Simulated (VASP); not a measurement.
**SiC (Moissanite) with LDA: from relaxation to properties**

Aim: relax SiC (Moissanite), then compute properties on the relaxed cell. The steps: full relaxation (LDA), second relaxation, density, ELF and potential (LDA), band structure (LDA), total and projected DOS (LDA), electric field gradients (LDA) and dielectric tensor and Born charges (LDA). The start is a cell from a database of measured crystal structures.

Program: VASP 6.6.1. Level of theory: LDA; plane waves and PAW (Si, C). Results are calculated unless marked as measured.

This is a report of a sequence of runs, with most program output left out.

**1. Starting point**

Before any relaxation, the start is as follows. Symmetry: P6_3mc, No. 186, hexagonal system. Conventional cell: a = 3.076 Å, b = 3.076 Å, c = 5.048 Å, α = 90.00°, β = 90.00°, γ = 120.00°. Nearest to Si lie 4 C at 1.87 to 1.94 Å. C has 4 Si at 1.87 to 1.94 Å nearest. Farther neighbours are not listed.

As a file:

```
Si C
1.0
     3.07600    0.00000    0.00000
    -1.53800    2.66389    0.00000
     0.00000    0.00000    5.04800
Si C
2 2
Direct
  0.33333 0.66667 0.00000
  0.66667 0.33333 0.50000
  0.33333 0.66667 0.38500
  0.66667 0.33333 0.88500
```

**2. Full relaxation (LDA)**

Properties are meant for the cell that this level of theory prefers, so cell and atoms are relaxed first (ISIF = 3) until forces and stress are small; EDIFFG sets the threshold. LDA, the lowest rung, knows the local density alone.

File INCAR:

```
SYSTEM = SiC
PREC = Accurate
ENCUT = 520
EDIFF = 1E-06
NELM = 100
ISMEAR = 0
SIGMA = 0.05
LREAL = .FALSE.
ALGO = Normal
GGA = CA
NBANDS = 14
LORBIT = 11
LWAVE = .FALSE.
LCHARG = .FALSE.
KPAR = 4
IBRION = 2
NSW = 60
ISIF = 3
EDIFFG = -0.01
```

File POSCAR:

```
SiC
1.0
    3.0760000000      0.0000000000      0.0000000000
   -1.5380000000      2.6638941420      0.0000000000
    0.0000000000      0.0000000000      5.0480000000
Si C
2 2
Direct
    0.3333333333      0.6666666667      0.0000000000
    0.6666666667      0.3333333333      0.5000000000
    0.3333333333      0.6666666667      0.3850000000
    0.6666666667      0.3333333333      0.8850000000
```

File KPOINTS:

```
Automatic mesh
0
Gamma
10 10 5
0 0 0
```

The projector-augmented-wave data sets are Si and C (LDA family, release 64).

Command:

```bash
$ mpirun -np 4 vasp_std
```

Elapsed: 9.6 s, on 4 MPI ranks of Intel Xeon 6975P-C (Granite Rapids), shared host; peak memory 0.56 GiB.

The gap is read on the k-mesh alone, so it is an upper bound where the band edges lie off the mesh, and a coarse mesh can show a gap where there is none. The run keeps the 12 symmetry operations of its start, so it cannot find a distortion of lower symmetry.

The steps of the relaxation:

| step | energy less that of the first step (eV) | largest force (eV/Å) | pressure (GPa) | volume (Å³) |
| --- | --- | --- | --- | --- |
| 1 | 0.0000 | 0.7346 | -3.58 | 41.36 |
| 2 | -0.0075 | 0.6646 | 4.06 | 39.99 |
| 3 | -0.0412 | 0.0765 | 0.19 | 40.61 |
| 4 | -0.0412 | 0.0610 | 0.27 | 40.60 |
| 5 | -0.0438 | 0.0132 | 0.17 | 40.62 |
| 6 | -0.0439 | 0.0025 | 0.19 | 40.62 |
| 7 | -0.0439 | 0.0021 | -0.15 | 40.68 |
| 8 | -0.0439 | 0.0001 | 0.00 | 40.65 |

| conventional cell, symmetrised | before | after | change |
| --- | --- | --- | --- |
| a (Å) | 3.076 | 3.058 | -0.6 % |
| b (Å) | 3.076 | 3.058 | -0.6 % |
| c (Å) | 5.048 | 5.019 | -0.6 % |
| volume (Å³/atom) | 10.34 | 10.16 | -1.7 % |

The atoms that moved most (Å, as changes of fractional coordinates times the final cell):

```
atom     dx     dy      dz  length
 Si1  0.000  0.000   0.023   0.023
  C3  0.000  0.000  -0.023   0.023
  C4  0.000  0.000  -0.023   0.023
 Si2  0.000  0.000   0.023   0.023
```

The relaxed structure:

```
Si C
1.0
     3.05810    0.00000    0.00000
    -1.52905    2.64839    0.00000
     0.00000    0.00000    5.01909
Si C
2 2
Cartesian
  0.0000 1.7656 0.0231
  1.5291 0.8828 2.5326
  0.0000 1.7656 1.9093
  1.5291 0.8828 4.4188
```

Numbers from this step:

| Item | Value |
| --- | --- |
| electrons | 16 |
| bands | 14 |
| irreducible k-points | 42 |
| symmetry operations | 12 |
| free energy (TOTEN) | -33.28 eV |
| Fermi energy | 8.667 eV |
| pressure | -0.004454 GPa |
| metallic, judged on the points sampled | no |
| valence top at k | 0, 0, 0 |
| conduction bottom at k | 0.3, 0.3, 0 |
| least direct gap at k | 0.5, 0, 0 |
| SCF cycles over all ionic steps | 49 |
| gap on the k-mesh | 2.279 eV |
| least direct gap on the k-mesh | 3.908 eV |

It ends with forces under 0.001 eV/Å and a pressure of 0.00 GPa. The volume lies -1.7 % from that of the database's start, part of which can be the thermal and zero-point expansion of its experiment.

**3. Second relaxation**

A relaxation keeps the plane waves of the cell it began with, so it is repeated from the new cell, on a basis made for it. The mesh changes with the cell too.

INCAR is that of step 2.

File POSCAR:

```
SiC
1.0
    3.0581022093      0.0000000000      0.0000000000
   -1.5290511047      2.6483942006      0.0000000000
    0.0000000000      0.0000000000      5.0190891393
Si C
2 2
Direct
    0.3333333333      0.6666666667      0.0045990563
    0.6666666667      0.3333333333      0.5045990563
    0.3333333333      0.6666666667      0.3804009437
    0.6666666667      0.3333333333      0.8804009437
```

File KPOINTS:

```
Automatic mesh
0
Gamma
10 10 6
0 0 0
```

Command:

```bash
$ mpirun -np 4 vasp_std
```

It took 4 s on 4 MPI ranks; peak memory 0.57 GiB.

Little changed from the start: no atom moved by 0.005 Å and no cell edge by 0.1 %.

Numbers from this step:

```
irreducible k-points            : 56
Fermi energy                    : 8.700 eV
pressure                        : 0.005937 GPa
SCF cycles over all ionic steps : 13
```

It ends with forces under 0.001 eV/Å and a pressure of 0.01 GPa. The volume moved by under 0.01 %: the run met its threshold at the first step.

**4. Density, ELF and potential (LDA)**

A single point on the relaxed cell gives a clean self-consistent state, with density, ELF and potential written out.

Changes to INCAR since step 3:

```diff
@@ -13,7 +13,5 @@
 LWAVE = .FALSE.
-LCHARG = .FALSE.
-KPAR = 4
-IBRION = 2
-NSW = 60
-ISIF = 3
-EDIFFG = -0.01
+LCHARG = .TRUE.
+ISIF = 2
+LELF = .TRUE.
+LVHAR = .TRUE.
```

POSCAR is that of step 3.

KPOINTS is that of step 3.

Command:

```bash
$ mpirun -np 4 vasp_std
```

Wall time 4.4 s (4 MPI ranks); peak memory 0.46 GiB.

This step gave:

| Quantity | Value |
| --- | --- |
| SCF cycles | 12 |
| bands | 16 |
| Fermi energy | 8.694 eV |
| pressure | -0.009804 GPa |
| gap on the k-mesh | 2.278 eV |
| least direct gap on the k-mesh | 3.907 eV |

Valence electrons inside each PAW sphere by angular momentum. Sphere charges, by row:

```csv
atom,s (e),p (e),d (e),tot (e)
Si1,0.716,0.991,0,1.707
Si2,0.716,0.991,0,1.707
C3,0.83,1.729,0,2.559
C4,0.83,1.729,0,2.559
```

Electrostatic potential energy in the ac plane at fractional y = 0.333, with atoms of Si and C within 0.2 Å of it. With pseudopotentials it is smooth inside the atoms' cores, unlike the true potential.

Ten even steps from '_' (-85 eV) to '@' (2 eV):
```
@@%%%%%%%%@@@@@@%%++====++##@@@@
@@@@@@%%@@@@@@%%**==++++==++%%@@
@@@@@@@@@@@@@@%%++==##%%++==##@@
@@@@@@@@@@@@@@%%**==++**==++%%@@
@@@@@@@@@@@@@@@@##++======**@@@@
@@@@@@@@@@@@@@@@@@##****##%%@@@@
@@@@@@@@@@@@@@@@@@@@%%%%@@@@@@@@
@@@@@@@@@@@@@@@@@@@@%%%%%%@@@@@@
@@@@@@@@@@@@@@@@%%########%%@@@@
@@@@@@@@@@@@@@%%##==----==**%%@@
@@@@@@@@@@@@%%##==..____..--**%%
@@@@@@@@@@@@%%**::________..++%%
@@@@@@@@@@@@%%**::________..==%%
@@@@@@@@@@@@%%**--________::++%%
@@@@@@@@@@@@@@##++::____..==##%%
@@@@@@@@@@@@@@%%##++====++**%%@@
@@@@@@@@@@@@@@@@%%%%####%%%%@@@@
@@@@@@@@@@@@@@@@@@@@@@@@@@@@@@@@
@@@@@@@@@@@@@@@@@@@@@@@@@@@@@@@@
@@@@@@@@@@@@@@@@@@@@@@@@@@@@@@@@
@@@@@@@@@@@@@@@@@@@@@@@@@@@@@@@@
@@@@@@@@@@@@@@@@@@@@@@@@@@@@@@@@
@@@@@@@@@@@@@@@@@@@@@@@@@@@@@@@@
@@@@%%%%%%@@@@@@@@@@@@@@@@@@@@@@
@@%%%%%%%%@@@@@@@@@@@@@@@@@@@@@@
@@%%%%%%%%%%@@@@@@%%####%%@@@@@@
```
Columns run along a (3.1 Å; values clipped at the 3rd and 97th percentile), rows up along c (5.0 Å). Atoms in or near the plane, at fractional coordinates: Si at (0.67, 0.50), C at (0.67, 0.88).

Valence density in the ac plane at fractional y = 0.333, with atoms of Si and C within 0.2 Å of it. It is the smooth field of the valence electrons, not physical close to the nuclei.

Ten even steps from '0' (-0.2 e/Å³) to '9' (1.8 e/Å³):
```
3222234568888754
3222234589999864
3222234689989964
2221223579999864
2111123468999753
2111112356887542
1111112345665432
1111112234554322
1111111233444322
1111112223333222
2111122222112222
2222222221001122
3222233321000223
3333333321001233
3333333332112233
3333333332222233
3333332222222222
2222222222111222
2222222111111111
1222211111111111
1111111111111111
1111111111111111
1111111111111111
2211222222222222
2222222333443332
3222223445665543
```
Columns run along a (3.1 Å), rows up along c (5.0 Å). Atoms in or near the plane, at fractional coordinates: Si at (0.67, 0.50), C at (0.67, 0.88).

ELF in the ac plane at fractional y = 0.333, with atoms of Si and C within 0.2 Å of it. It is the smooth field of the valence electrons, not physical close to the nuclei.

Ten even steps from '0' (0.01) to '9' (0.93):
```
8644589987546899
8644689985113789
8643578873001688
7532467874102688
6322357776556777
4211246788888876
3100125789999875
2100024689999875
2100123579999864
2211223456887543
4433344332332234
6655666421000246
8776777641000367
8877788752001478
8877788863112578
8777778764213578
7666677654223567
6666665543222345
4555544321111223
3455442110000112
2344432100000011
2333322111001111
2233322222222222
4322344555555555
6432467777767777
8643578887777888
```
Columns run along a (3.1 Å), rows up along c (5.0 Å). Atoms in or near the plane, at fractional coordinates: Si at (0.67, 0.50), C at (0.67, 0.88).

In this run the pressure is -0.01 GPa, small enough to go on; single stress components reach 0.01 GPa.

**5. Band structure (LDA)**

The mesh alone shows little of the dispersion and can miss band extrema, so KPOINTS_OPT adds a path through the symmetry points after the self-consistent cycle.

File INCAR:

```
SYSTEM = SiC
PREC = Accurate
ENCUT = 520
EDIFF = 1E-06
NELM = 100
ISMEAR = 0
SIGMA = 0.05
LREAL = .FALSE.
ALGO = Normal
GGA = CA
NBANDS = 22
LORBIT = 11
LWAVE = .FALSE.
LCHARG = .FALSE.
KPAR = 4
```

POSCAR is that of step 4.

KPOINTS is that of step 4.

File KPOINTS_OPT:

```
Line mode
16
Line-mode
Reciprocal
  0.00000000   0.00000000   0.00000000 GAMMA
  0.50000000   0.00000000   0.00000000 M

  0.50000000   0.00000000   0.00000000 M
  0.33333333   0.33333333   0.00000000 K

  0.33333333   0.33333333   0.00000000 K
  0.00000000   0.00000000   0.00000000 GAMMA

  0.00000000   0.00000000   0.00000000 GAMMA
  0.00000000   0.00000000   0.50000000 A

  0.00000000   0.00000000   0.50000000 A
  0.50000000   0.00000000   0.50000000 L

  0.50000000   0.00000000   0.50000000 L
  0.33333333   0.33333333   0.50000000 H

  0.33333333   0.33333333   0.50000000 H
  0.00000000   0.00000000   0.50000000 A

  0.50000000   0.00000000   0.50000000 L
  0.50000000   0.00000000   0.00000000 M

  0.33333333   0.33333333   0.00000000 K
  0.33333333   0.33333333   0.50000000 H
```

Command:

```bash
$ mpirun -np 4 vasp_std
```

Run time: 10 s. Hardware: 4 MPI ranks; peak memory 0.73 GiB.

This step gave:

| Quantity | Value |
| --- | --- |
| bands | 22 |
| Fermi energy | 8.695 eV |
| pressure | -0.007767 GPa |
| least gap on mesh and path | 2.118 eV |
| least direct gap on mesh and path | 3.907 eV |
| conduction bottom at k | 0.3333, 0.3333, 0 |

Electronic bands along the path, in eV, zero at the valence-band top; v1 is the highest filled band, c1 the lowest empty one:

```
          point     v4     v3     v2     v1    c1    c2    c3    c4
              Γ  -1.32  -0.12   0.00   0.00  4.91  6.40  6.66  6.66
0.53 of the way  -3.22  -2.65  -1.18  -0.67  3.85  5.56  7.42  7.62
              M  -5.51  -3.37  -3.36  -1.20  2.71  4.16  6.94  7.10
0.47 of the way  -5.41  -4.67  -3.42  -2.43  3.18  4.86  7.57  8.45
              K  -6.24  -4.11  -4.11  -3.90  2.12  8.10  8.83  8.83
0.47 of the way  -4.47  -3.05  -1.66  -1.44  4.72  5.83  7.10  7.22
              Γ  -1.32  -0.12   0.00   0.00  4.91  6.40  6.66  6.66
0.47 of the way  -1.18  -1.18  -0.20  -0.20  5.15  6.76  6.76  7.15
              A  -0.72  -0.72  -0.72  -0.72  5.98  5.98  7.34  7.34
0.53 of the way  -3.00  -3.00  -1.82  -1.82  4.30  4.30  7.19  7.19
              L  -2.47  -2.47  -2.35  -2.35  3.25  3.25  5.23  5.23
0.47 of the way  -4.16  -4.16  -1.95  -1.95  4.18  4.18  6.22  6.22
              H  -5.76  -5.76  -1.75  -1.75  5.10  5.10  5.93  5.93
0.47 of the way  -3.22  -3.22  -2.55  -2.55  5.07  5.07  7.51  7.51
              A  -0.72  -0.72  -0.72  -0.72  5.98  5.98  7.34  7.34
      jump to L  -2.47  -2.47  -2.35  -2.35  3.25  3.25  5.23  5.23
0.53 of the way  -4.31  -3.16  -2.46  -1.59  3.00  3.30  6.72  7.24
              M  -5.51  -3.37  -3.36  -1.20  2.71  4.16  6.94  7.10
      jump to K  -6.24  -4.11  -4.11  -3.90  2.12  8.10  8.83  8.83
0.47 of the way  -6.63  -4.53  -2.96  -2.96  3.23  6.77  6.77  7.82
              H  -5.76  -5.76  -1.75  -1.75  5.10  5.10  5.93  5.93
```

Of the projections kept (Si, C), the largest for each band there, as a share of the weight inside these atoms' spheres; weight between the spheres isn't counted:

```
point       v4      v3      v2      v1       c1       c2       c3       c4
    Γ   C 0.71  C 0.88  C 0.91  C 0.91  Si 0.59   C 0.64  Si 1.00  Si 1.00
    M  Si 0.52  C 0.58  C 0.58  C 0.72  Si 0.81   C 0.82  Si 0.51  Si 0.91
    K  Si 0.56  C 0.56  C 0.56  C 0.61  Si 0.77   C 0.99   C 0.80   C 0.80
    Γ   C 0.71  C 0.88  C 0.91  C 0.91  Si 0.59   C 0.64  Si 1.00  Si 1.00
    A   C 0.79  C 0.79  C 0.79  C 0.79  Si 0.66  Si 0.66  Si 0.93  Si 0.93
    L   C 0.63  C 0.63  C 0.67  C 0.67  Si 0.59  Si 0.59  Si 0.84  Si 0.84
```

The path lowers the gap by 0.16 eV against the mesh alone, so a band edge lies off the mesh.

The path shows an indirect gap of 2.12 eV (valence top at Γ, conduction bottom at K). The least direct gap is 3.91 eV.

**6. Total and projected DOS (LDA)**

Here the states are counted by energy and projected on the atoms. The mesh is finer than in the run before.

Changes to INCAR since step 5:

```diff
@@ -5,3 +5,3 @@
 NELM = 100
-ISMEAR = 0
+ISMEAR = -5
 SIGMA = 0.05
@@ -15 +15,2 @@
 KPAR = 4
+NEDOS = 2001
```

POSCAR is that of step 5.

File KPOINTS:

```
Automatic mesh
0
Gamma
15 15 8
0 0 0
```

Command:

```bash
$ mpirun -np 4 vasp_std
```

It took 8.8 s on 4 MPI ranks; peak memory 0.79 GiB; 32 s of CPU time.

This step gave:

* irreducible k-points: 135
* Fermi energy: 8.426 eV
* pressure: -0.007843 GPa
* least direct gap at k: 0.4667, 0, 0
* gap on the k-mesh: 2.118 eV
* least direct gap on the k-mesh: 3.920 eV

The density of states has structure finer than the step of the table below, so its rows give means over 1 eV, whole bins alone (the curve runs from -12.0 to 9.16 eV). Peaks (eV: height): total -10.6: 2.12, -1.9: 3.21, 7.0: 3.06, 8.7: 2.52; C p -7.5: 0.303, -1.9: 1.19, 8.7: 0.366; Si p -2.8: 0.389, -1.9: 0.555, 7.1: 0.566, 8.7: 0.440; Si s -7.8: 0.433, 7.0: 0.233, 8.7: 0.166; C s -10.6: 0.850, 7.0: 0.193.

States under -12.0 eV and over 9.2 eV are left out. Density of states against energy, zero at the valence-band top; means over each step; values in states/eV/cell:

```
energy (eV)   total      C p     Si p     Si s      C s
        -11    1.22   0.0130    0.126   0.0859    0.465
        -10   0.207  0.00137   0.0251  0.00465   0.0868
         -9  0.0168  0.00281  0.00168  0.00315   3.9e-4
         -8    1.08    0.188   0.0724    0.268   0.0371
         -7    1.13    0.200   0.0953    0.229   0.0769
         -6    1.12    0.224    0.147    0.120   0.0801
         -5    1.28    0.297    0.194   0.0923   0.0597
         -4    1.48    0.396    0.247   0.0693   0.0473
         -3    2.01    0.620    0.352   0.0550   0.0339
         -2    2.49    0.896    0.420   0.0341   0.0229
         -1    1.23    0.509    0.166  0.00598  0.00542
          0   0.189   0.0882   0.0156   1.5e-4   3.3e-4
          1       0        0        0        0        0
          2  0.0126   6.6e-4  0.00142        0        0
          3   0.530   0.0302   0.0496   0.0325   0.0248
          4    1.30    0.104    0.133   0.0719   0.0647
          5    1.38    0.120    0.167   0.0967   0.0686
          6    1.46    0.134    0.184    0.150   0.0510
          7    2.23    0.212    0.377    0.171    0.108
          8    1.87    0.228    0.335    0.125   0.0988
```

The gap on this mesh is 2.12 eV. In the top eV of the valence band the largest shares in the PAW spheres are C p 44 % and Si p 11 %. The rest lies in smaller channels or between the spheres.

**7. Electric field gradients (LDA)**

Field gradients probe how far the charge around each nucleus departs from cubic symmetry; LASPH keeps the non-spherical terms inside the spheres.

File INCAR:

```
SYSTEM = SiC
PREC = Accurate
ENCUT = 520
EDIFF = 1E-07
NELM = 100
ISMEAR = 0
SIGMA = 0.05
LREAL = .FALSE.
ALGO = Normal
GGA = CA
NBANDS = 14
LORBIT = 11
LWAVE = .FALSE.
LCHARG = .FALSE.
KPAR = 4
LEFG = .TRUE.
LASPH = .TRUE.
```

POSCAR is that of step 6.

File KPOINTS:

```
Automatic mesh
0
Gamma
10 10 6
0 0 0
```

Command:

```bash
$ mpirun -np 4 vasp_std
```

Run time: 3.8 s. Hardware: 4 MPI ranks; peak memory 0.58 GiB.

This step gave:

```
SCF cycles                     : 14
bands                          : 14
irreducible k-points           : 56
Fermi energy                   : 8.700 eV
pressure                       : 0.007809 GPa
conduction bottom at k         : 0.3, 0.3, 0
least direct gap at k          : 0.5, 0, 0
gap on the k-mesh              : 2.279 eV
least direct gap on the k-mesh : 3.908 eV
```

Electric field gradients, by row:

```csv
atom,Vxx (V/Å²),Vyy (V/Å²),Vzz (V/Å²),asymmetry
Si1,-1.598,-1.598,3.196,0
Si2,-1.598,-1.598,3.196,0
C3,-1.059,-1.059,2.118,0
C4,-1.059,-1.059,2.118,0
```

The largest gradient, 3.20 V/Å², sits on Si1 and like sites; the stable nuclei of Si have no quadrupole moment in their ground state, so NMR and NQR don't see it.

**8. Dielectric tensor and Born charges (LDA)**

The response to a static field gives the electronic dielectric tensor and the Born charges. It needs tightly converged orbitals, hence the small EDIFF.

File INCAR:

```
SYSTEM = SiC
PREC = Accurate
ENCUT = 520
EDIFF = 1E-08
NELM = 100
ISMEAR = 0
SIGMA = 0.01
LREAL = .FALSE.
ALGO = Normal
GGA = CA
NBANDS = 14
LORBIT = 11
LWAVE = .FALSE.
LCHARG = .FALSE.
KPAR = 4
LEPSILON = .TRUE.
```

POSCAR is that of step 7.

File KPOINTS:

```
Automatic mesh
0
Gamma
12 12 7
0 0 0
```

Command:

```bash
$ mpirun -np 4 vasp_std
```

Wall time 50 s (4 MPI ranks); peak memory 1.7 GiB.

Energies printed during the response cycles are not total energies of the cell.

Numbers from this step:

```yaml
irreducible_k_points: 76
fermi_energy: 8.466 eV
pressure: 0.007495 GPa
conduction_bottom_at_k: 0.3333, 0.3333, 0
gap_on_the_k_mesh: 2.119 eV
```

Electronic dielectric tensor with local fields:

```
6.91 0.00 0.00
0.00 6.91 0.00
0.00 0.00 7.26
```

Born effective charge (e), principal values of the symmetric part by kind of site:

```csv
atom,atoms with these values,low,middle,high,mean
Si1,2,2.68,2.68,2.87,2.74
C3,2,-2.87,-2.68,-2.68,-2.74
```

In full for C3:

```
-2.68  0.00  0.00
 0.00 -2.68  0.00
 0.00  0.00 -2.87
```

Piezoelectric tensor with clamped ions (C/m²), by row:

| field | xx | yy | zz | xy | yz | zx |
| --- | --- | --- | --- | --- | --- | --- |
| x | 0 | 0 | 0 | 0 | 0 | 0.5955 |
| y | 0 | 0 | 0 | 0 | 0.5955 | 0 |
| z | 0.4702 | 0.4702 | -0.808 | 0 | 0 | 0 |

The Born charges sum to zero; the printed set may have that rule imposed, so this is no test.

**9. Outcome**

```yaml
relaxed_volume: 10.16 Å³/atom
relaxed_conventional_cell_a_b_c: 3.058, 3.058, 5.019 Å; angles 90.0, 90.0, 120.0°
space_group_after_relaxing_within_0p02_a: P6_3mc (No. 186)
band_gap: 2.12 eV, indirect (least direct gap of that run 3.91 eV)
gap_among_the_points_of_the_dos_mesh_alone_an_upper_bound: 2.12 eV
largest_field_gradient_vzz: 3.20 V/Å² on Si1
electronic_dielectric_constant_mean: 7.03
```

In words: With LDA, SiC (Moissanite) relaxes to 10.16 Å³/atom in space group P6_3mc (held by the symmetry of the run) and has an indirect gap of 2.12 eV. Against the listed cell the volume lies -1.7 % (a -0.6 %, c -0.6 %). Band structure (LDA): The path shows an indirect gap of 2.12 eV (valence top at Γ, conduction bottom at K). The least direct gap is 3.91 eV. Dielectric tensor and Born charges (LDA): The principal values of the electronic dielectric tensor with local fields are 6.91, 6.91 and 7.26. Dielectric tensor and Born charges (LDA): Mean Born effective charge: Si1 2.74, C3 -2.74 e. Experiment finds a gap of 3.33 eV (arxiv:2009.14696); the computed 2.12 eV is not graded against it, since spin-orbit coupling, magnetic order or the kind of gap isn't matched to the measurement. Semilocal functionals usually underestimate gaps. No search among competing phases was made, and a listed structure need not be the one stable at ambient conditions. All values are for a static lattice at zero temperature.

[Lines on the potential files, build, host, timing and source positions are cut from VASP's logs without a mark.]

[Logs are printed without paths, hosts, clocks, repeated set-up lines and the standing remarks that a program may print on its own settings, such as how far it seeks lower states.]

[Hosts, paths, dates, database ids (printed as entryN), source tags and the programs' standing remarks are cut or masked in the printed files.]

[A measured line is paired with the nearest computed mode of its activity, which favours agreement.]

[In band tables of VASP the shares of atoms and orbitals are scaled to a sum of 1 inside the atoms' spheres.]
